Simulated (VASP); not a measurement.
Level of theory: PBE GGA, VASP's PBE PAW potentials (set 64) (plane waves; VASP 6.6.1).

Input for VASP

### INCAR
```
SYSTEM = SnO
PREC = Accurate
ENCUT = 400
EDIFF = 1E-6
NELM = 100
ALGO = Normal
LREAL = .FALSE.
LASPH = .TRUE.
ISMEAR = -1
SIGMA = 0.01
GGA = PE
LMAXMIX = 4
LWAVE = .FALSE.
LCHARG = .FALSE.
ISIF = 2
```

POSCAR:
```
SnO
1
    3.8000000000     0.0000000000     0.0000000000
    0.0000000000     3.8000000000     0.0000000000
    0.0000000000     0.0000000000     4.8400000000
Sn O
2 2
Direct
  0.5000000000   0.0000000000   0.7620000000
  0.0000000000   0.5000000000   0.2380000000
  0.5000000000   0.5000000000   0.0000000000
  0.0000000000   0.0000000000   0.0000000000
```

**KPOINTS**
```
Automatic
0
G
5 5 4
```

POTCAR, in this order: Sn_d O (PBE.64 set). Program: vasp_std.

What VASP printed:

### OSZICAR
```
       N       E                     dE             d eps       ncg     rms          rms(c)
DAV:   1     0.362964707276E+03    0.36296E+03   -0.17894E+04   872   0.220E+03
DAV:   2     0.197883090369E+02   -0.34318E+03   -0.33556E+03   976   0.510E+02
DAV:   3    -0.246390464764E+02   -0.44427E+02   -0.44130E+02   992   0.177E+02
DAV:   4    -0.262757505114E+02   -0.16367E+01   -0.16348E+01  1008   0.379E+01
DAV:   5    -0.263204193065E+02   -0.44669E-01   -0.44662E-01  1096   0.613E+00    0.115E+01
DAV:   6    -0.227069829841E+02    0.36134E+01   -0.23477E+01  1440   0.508E+01    0.461E+00
DAV:   7    -0.227207909079E+02   -0.13808E-01   -0.20931E+00   968   0.925E+00    0.258E+00
DAV:   8    -0.227238470483E+02   -0.30561E-02   -0.57422E-01  1272   0.571E+00    0.106E+00
DAV:   9    -0.226997811107E+02    0.24066E-01   -0.19067E-01  1344   0.427E+00    0.251E-01
DAV:  10    -0.227019697762E+02   -0.21887E-02   -0.20428E-02  1208   0.126E+00    0.194E-01
DAV:  11    -0.227011154621E+02    0.85431E-03   -0.61880E-03  1376   0.764E-01    0.293E-02
DAV:  12    -0.227012045261E+02   -0.89064E-04   -0.73734E-04   920   0.168E-01    0.484E-02
DAV:  13    -0.227011783850E+02    0.26141E-04   -0.18056E-04  1312   0.150E-01    0.571E-03
DAV:  14    -0.227011796487E+02   -0.12638E-05   -0.15562E-05  1168   0.365E-02    0.457E-03
DAV:  15    -0.227011797390E+02   -0.90319E-07   -0.12351E-06   672   0.949E-03
   1 F= -.22701180E+02 E0= -.22701180E+02  d E =-.336723E-11
```

**OUTCAR**
```
------------------------ aborting loop because EDIFF is reached ----------------------------------------
  FORCE on cell =-STRESS in cart. coord.  units (eV):
  Direction    XX          YY          ZZ          XY          YZ          ZX
  --------------------------------------------------------------------------------------
  Total        1.0078493      1.0078493      0.4645272      0.0000000     -0.0000000      0.0000000
  in kB       23.1043436     23.1043436     10.6490076      0.0000000     -0.0000000      0.0000000
  external PRESSURE =      18.9525649 kB  Pullay stress =       0.0000000 kB
  volume of cell :       69.89
      direct lattice vectors                 reciprocal lattice vectors
     3.800000000  0.000000000  0.000000000     0.263157895  0.000000000  0.000000000
     0.000000000  3.800000000  0.000000000     0.000000000  0.263157895  0.000000000
     0.000000000  0.000000000  4.840000000     0.000000000  0.000000000  0.206611570
 POSITION                                       TOTAL-FORCE (eV/Angst)
 -----------------------------------------------------------------------------------
      1.90000      0.00000      3.68808         0.000000      0.000000     -0.462899
      0.00000      1.90000      1.15192        -0.000000      0.000000      0.462899
      1.90000      1.90000      0.00000        -0.000000      0.000000      0.000000
      0.00000      0.00000      0.00000         0.000000     -0.000000      0.000000
 -----------------------------------------------------------------------------------
    total drift:                                0.000000      0.000000      0.000000
  FREE ENERGIE OF THE ION-ELECTRON SYSTEM (eV)
  ---------------------------------------------------
  free  energy   TOTEN  =       -22.7011797390 eV

  energy  without entropy=      -22.7011797390  energy(sigma->0) =      -22.70117974
```
(Selected blocks of OUTCAR.)

At this cut-off the stress carries a Pulay error, which pulls relaxed volumes low.

The structure is a typed SnO crystal (P4/nmm). The cell was not relaxed at this level.
